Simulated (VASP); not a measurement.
```xyz
2
Lattice="0.0000 2.9357 2.9357 2.9357 0.0000 2.9357 2.9357 2.9357 0.0000" Properties=species:S:1:pos:R:3 pbc="T T T"
Mg     0.0000     0.0000     0.0000
Sb     2.9357     2.9357     2.9357
```

Computed with PBEsol GGA, VASP's PBE PAW potentials (set 64) (plane waves; VASP). Settings: 400 eV cut-off, Gaussian smearing of 0.050 eV, potentials Mg Sb.

Q: Give the energies of bands 2 to 6 at the high-symmetry points, in eV from the Fermi level.

A: 
```
band     Γ      X      U      L      W
----  ----  -----  -----  -----  -----
2     1.14  -3.92  -3.42  -4.76  -2.95
3     1.14  -1.21  -3.14   0.48  -2.95
4     1.14  -1.21  -0.76   0.48  -2.44
5     3.63   0.65   1.94   3.67   4.08
6     6.02   2.89   5.49   4.51   5.59
```

It has no gap at this level: it comes out as a metal or semimetal.

The structure comes from a computed database's MgSb entry (Fm-3m); how it stands against other phases isn't given here. It was relaxed first. The electron count is odd and the run is not spin-polarised, which forces a metal.
